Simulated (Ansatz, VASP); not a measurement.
# Cross-check of SnO2 (Cassiterite) between VASP and Ansatz, part 2 of 2

Wanted: the spread between two codes on one cell, functional and k mesh. The cell is taken from a series of runs on this material, whose earlier steps may have relaxed, scaled, displaced or heated it; both programs get it as it stands.

VASP 6.6.1 and Ansatz 0.2.0.

So far: Set-up; Ansatz: single point, HSE06, spin-orbit coupling.

## 3. VASP: single point, HSE06, spin-orbit coupling

Level of this step: HSE06, spin-orbit coupling; plane waves and PAW (Sn_d, O) (VASP).

The same cell, functional and mesh now go to VASP, with its own data sets.

Lines of VASP's logs that name or quote its potential files are left out, and so is its time.

The run reads the wave functions of an earlier VASP run, which isn't shown here.

The input, INCAR:

```
SYSTEM = SnO2
PREC = Accurate
ENCUT = 520
EDIFF = 1E-06
NELM = 100
ISMEAR = 0
SIGMA = 0.01
LREAL = .FALSE.
ALGO = Normal
LHFCALC = .TRUE.
AEXX = 0.25
GGA = PE
HFSCREEN = 0.208
LASPH = .TRUE.
LNONCOLLINEAR = .TRUE.
MAGMOM = 0 0 0 0 0 0 0 0 0 0 0 0 0 0 0 0 0 0
NBANDS = 64
GGA_COMPAT = .FALSE.
LSORBIT = .TRUE.
PRECFOCK = Fast
LORBIT = 11
LWAVE = .FALSE.
LCHARG = .FALSE.
KPAR = 8
NCORE = 2
ISIF = 2
```

The input, POSCAR:

```
SnO2
1.0
    4.7380000000      0.0000000000      0.0000000000
    0.0000000000      4.7380000000      0.0000000000
    0.0000000000      0.0000000000      3.1865000000
Sn O
2 4
Direct
    0.0000000000      0.0000000000      0.0000000000
    0.5000000000      0.5000000000      0.5000000000
    0.3071000000      0.3071000000      0.0000000000
    0.1929000000      0.8071000000      0.5000000000
    0.6929000000      0.6929000000      0.0000000000
    0.8071000000      0.1929000000      0.5000000000
```

The input, KPOINTS:

```
Automatic mesh
0
Gamma
4 4 4
0 0 0
```

The projector-augmented-wave data sets are Sn_d and O (PBE family, release 64).

Command:

```
$ mpirun -np 16 vasp_ncl
```

Numbers of over 12 decimals in the logs are rounded to 6 here.

Output:

```text
[banner, memory and clock lines left out]
running   16 mpi-ranks, on    1 nodes
 distrk:  each k-point on    2 cores,    8 groups
 distr:  one band on    2 cores,    1 groups

 POSCAR found type information on POSCAR SnO
 POSCAR found :  2 types and       6 ions
 LDA part: xc-table for (Slater+PW92), standard interpolation
 found WAVECAR, reading the header
 POSCAR, INCAR and KPOINTS ok, starting setup
 FFT: planning ... GRIDC
 FFT: planning ... GRID_SOFT
 FFT: planning ... GRID
 reading WAVECAR
 the WAVECAR file was read successfully
 initial charge from wavefunction
 entering main loop
       N       E                     dE             d eps       ncg     rms          rms(c)
DAV:   1    -0.474047215438E+02   -0.47405E+02   -0.10900E+00  2792   0.956E+00    0.137E+00
DAV:   2    -0.474282010400E+02   -0.23479E-01   -0.10913E-01  2880   0.260E+00    0.120E+00
DAV:   3    -0.474245615256E+02    0.36395E-02   -0.84718E-03  3736   0.102E+00    0.803E-01
DAV:   4    -0.474239375210E+02    0.62400E-03   -0.24247E-03  3264   0.401E-01    0.486E-01
DAV:   5    -0.474236623267E+02    0.27519E-03   -0.25132E-04  2624   0.163E-01    0.285E-01
DAV:   6    -0.474235689866E+02    0.93340E-04   -0.76699E-05  2632   0.763E-02    0.168E-01
DAV:   7    -0.474235423151E+02    0.26672E-04   -0.17323E-05  3312   0.439E-02    0.101E-01
DAV:   8    -0.474235348387E+02    0.74764E-05   -0.64709E-06  3112   0.297E-02    0.608E-02
DAV:   9    -0.474235334712E+02    0.13675E-05   -0.27991E-06  2584   0.172E-02    0.367E-02
DAV:  10    -0.474235334773E+02   -0.60891E-08   -0.83640E-07  1744   0.934E-03
   1 F= -.47423533E+02 E0= -.47423533E+02  d E =-.493036E-67  mag=    -0.0000     0.0000     0.0000
```

OUTCAR, selected parts (step 3):

```text
ion  position               nearest neighbor table
   1  0.000  0.000  0.000-   4 2.05   6 2.05   4 2.05   6 2.05   5 2.06   3 2.06   2 3.71   2 3.71
                             2 3.71   2 3.71   2 3.71   2 3.71   2 3.71   2 3.71
   2  0.500  0.500  0.500-   3 2.05   5 2.05   3 2.05   5 2.05   4 2.06   6 2.06   1 3.71   1 3.71
                             1 3.71   1 3.71   1 3.71   1 3.71   1 3.71   1 3.71
   3  0.307  0.307  0.000-   2 2.05   2 2.05   1 2.06
   4  0.193  0.807  0.500-   1 2.05   1 2.05   2 2.06
   5  0.693  0.693  0.000-   2 2.05   2 2.05   1 2.06
   6  0.807  0.193  0.500-   1 2.05   1 2.05   2 2.06

  LATTYP: Found a simple tetragonal cell.
 ALAT       =     4.7380000000
 C/A-ratio  =     0.6725411566

 Subroutine GETGRP returns: Found 16 space group operations
 (whereof  8 operations were pure point group operations)

The static configuration has the point symmetry D_2h.
 The point group associated with its full space group is D_4h.

 Found     18 irreducible k-points:

   k-points           NKPTS =     18   k-points in BZ     NKDIM =     64   number of bands    NBANDS=     64

   dimension x,y,z NGX =    36 NGY =   36 NGZ =   24
   dimension x,y,z NGXF=    72 NGYF=   72 NGZF=   48

   ENCUT  =  520.0 eV  38.22 Ry    6.18 a.u.   8.81  8.81  5.92*2*pi/ulx,y,z

   NELECT =      52.0000    total number of electrons

 k-points in reciprocal lattice and weights: Automatic mesh
   0.00000000  0.00000000  0.00000000       0.016
   0.25000000  0.00000000  0.00000000       0.062
   0.50000000  0.00000000  0.00000000       0.031
   0.25000000  0.25000000  0.00000000       0.062
   0.50000000  0.25000000  0.00000000       0.062
   0.50000000  0.50000000  0.00000000       0.016
   0.00000000  0.00000000  0.25000000       0.031
   0.25000000  0.00000000  0.25000000       0.125
   0.50000000  0.00000000  0.25000000       0.062
[...]
0.50000000  0.25000000  0.50000000       0.062
   0.50000000  0.50000000  0.50000000       0.016

  exchange ACFDT corr.  =         0.00000000  see jH, gK, PRB 81, 115126

 average (electrostatic) potential at core
       1 -93.3440       2 -93.3440       3 -61.6324       4 -61.6324       5 -61.6324
       6 -61.6324

 E-fermi :   4.9166

 k-point     1 :       0.0000    0.0000    0.0000
  band No.  band energies     occupation
    ...
     48       4.0626      1.00000
     49       4.1012      1.00000
     50       4.1012      1.00000
     51       4.7959      1.00000
     52       4.7959      1.00000
     53       7.8300      0.00000
     54       7.8300      0.00000
     55      12.9215      0.00000
     56      12.9215      0.00000
     57      12.9795      0.00000
    ...

 k-point     2 :       0.2500    0.0000    0.0000
  band No.  band energies     occupation
    ...
     48       3.8143      1.00000
     49       4.1177      1.00000
     50       4.1177      1.00000
     51       4.5077      1.00000
     52       4.5077      1.00000
     53       9.0956      0.00000
     54       9.0956      0.00000
     55      12.4785      0.00000
     56      12.4785      0.00000
     57      13.2666      0.00000
    ...

 k-point     3 :       0.5000    0.0000    0.0000
  band No.  band energies     occupation
    ...
     48       3.8193      1.00000
     49       4.1982      1.00000
     50       4.1982      1.00000
     51       4.1982      1.00000
     52       4.1982      1.00000
     53      11.1372      0.00000
     54      11.1372      0.00000
     55      11.1372      0.00000
     56      11.1372      0.00000
     57      13.7922      0.00000
    ...

  Total        1.0721701      1.0721701      1.2968446      0.0000000      0.0000000      0.0000000
  in kB       24.0143172     24.0143172     29.0465443      0.0000000      0.0000000      0.0000000
  external PRESSURE =      25.6917262 kB  Pullay stress =       0.0000000 kB

  energy-cutoff  :      520.00
  volume of cell :       71.53
      direct lattice vectors                 reciprocal lattice vectors
     4.738000000  0.000000000  0.000000000     0.211059519  0.000000000  0.000000000
     0.000000000  4.738000000  0.000000000     0.000000000  0.211059519  0.000000000
     0.000000000  0.000000000  3.186500000     0.000000000  0.000000000  0.313823945

 POSITION                                       TOTAL-FORCE (eV/Angst)
 -----------------------------------------------------------------------------------
      0.00000      0.00000      0.00000         0.000000     -0.000000      0.000000
      2.36900      2.36900      1.59325         0.000000     -0.000000      0.000000
      1.45504      1.45504      0.00000        -0.141959     -0.141959      0.000000
      0.91396      3.82404      1.59325         0.141959     -0.141959     -0.000000
      3.28296      3.28296      0.00000         0.141959      0.141959      0.000000
      3.82404      0.91396      1.59325        -0.141959      0.141959      0.000000
 -----------------------------------------------------------------------------------
    total drift:                               -0.000001     -0.000010      0.000001

  FREE ENERGIE OF THE ION-ELECTRON SYSTEM (eV)
  ---------------------------------------------------
  free  energy   TOTEN  =       -47.4235334773 eV

  energy  without entropy=      -47.4235334773  energy(sigma->0) =      -47.42353348

 Spin-Orbit-Coupling matrix elements
 Ion:    1  E_soc:     -0.0670722
 Ion:    2  E_soc:     -0.0670722
 Ion:    3  E_soc:     -0.0003432
 Ion:    4  E_soc:     -0.0003432
 Ion:    5  E_soc:     -0.0003432
 Ion:    6  E_soc:     -0.0003432

 total charge
# of ion       s       p       d       tot
------------------------------------------
    1        0.852   1.109  10.404  12.365
    2        0.852   1.109  10.404  12.365
    3        1.562   3.553   0.000   5.114
    4        1.562   3.553   0.000   5.114
    5        1.562   3.553   0.000   5.114
    6        1.562   3.553   0.000   5.114
--------------------------------------------------
tot          7.950  16.430  20.809  45.189

 magnetization (x)
# of ion       s       p       d       tot
------------------------------------------
    1        0.000   0.000   0.000   0.000
    2        0.000   0.000   0.000   0.000
    3        0.000   0.000   0.000   0.000
    4        0.000   0.000   0.000   0.000
    5        0.000   0.000   0.000   0.000
    6        0.000   0.000   0.000   0.000
--------------------------------------------------
tot          0.000   0.000   0.000   0.000

 magnetization (y)
# of ion       s       p       d       tot
------------------------------------------
    1        0.000   0.000   0.000   0.000
    2        0.000   0.000   0.000   0.000
    3        0.000   0.000   0.000   0.000
    4        0.000   0.000   0.000   0.000
    5        0.000   0.000   0.000   0.000
    6        0.000   0.000   0.000   0.000
--------------------------------------------------
tot          0.000   0.000   0.000   0.000

 magnetization (z)
# of ion       s       p       d       tot
------------------------------------------
    1        0.000  -0.000  -0.000  -0.000
    2        0.000   0.000  -0.000  -0.000
    3        0.000   0.000   0.000   0.000
    4        0.000   0.000   0.000   0.000
    5        0.000   0.000   0.000   0.000
    6        0.000   0.000   0.000   0.000
--------------------------------------------------
tot          0.000  -0.000  -0.000  -0.000

[... 3 further parts left out ...]
```

The run ends at a pressure of 2.57 GPa, with forces up to 0.20 eV/Å.

## 4. Side by side

Known differences besides the potentials themselves: spin-orbit coupling enters by fully relativistic files in Ansatz and inside the spheres in VASP; exact exchange at q = 0 is treated differently, which shows on coarse meshes; VASP keeps PBE cores, Ansatz makes them for the functional; fixed occupations in Ansatz, narrow Gaussian smearing in VASP; the cutoff is 420 eV in Ansatz and 520 eV in VASP; VASP takes a coarser grid for exact exchange (PRECFOCK = Fast). Total energies have different zeros and are not compared.

Both answers:

| quantity | Ansatz | VASP | difference |
| --- | --- | --- | --- |
| gap on the k mesh (eV) | 3.045 | 3.034 | +0.011 |

A gap on the mesh is an upper bound, since the band edges may lie between its points.

## 5. What came out

| Property | Result |
| --- | --- |
| difference in gap on the k mesh (single point, HSE06, spin-orbit coupling) | 0.011 eV |

**Reading.** The difference in gap on the k mesh is 0.011 eV (single point, HSE06, spin-orbit coupling), within the 0.08 eV picked in this series as the mark of a large difference. Such differences can come from data sets, numerical settings and the points named under the comparisons, not from the functional's error against experiment.

[Lines on the potential files, build, host, timing and source positions are cut from VASP's logs without a mark.]

[Logs are printed without paths, hosts, clocks, repeated set-up lines and the standing remarks that a program may print on its own settings, such as how far it seeks lower states.]

[Hosts, paths, dates, database ids (printed as entryN), source tags and the programs' standing remarks are cut or masked in the printed files.]
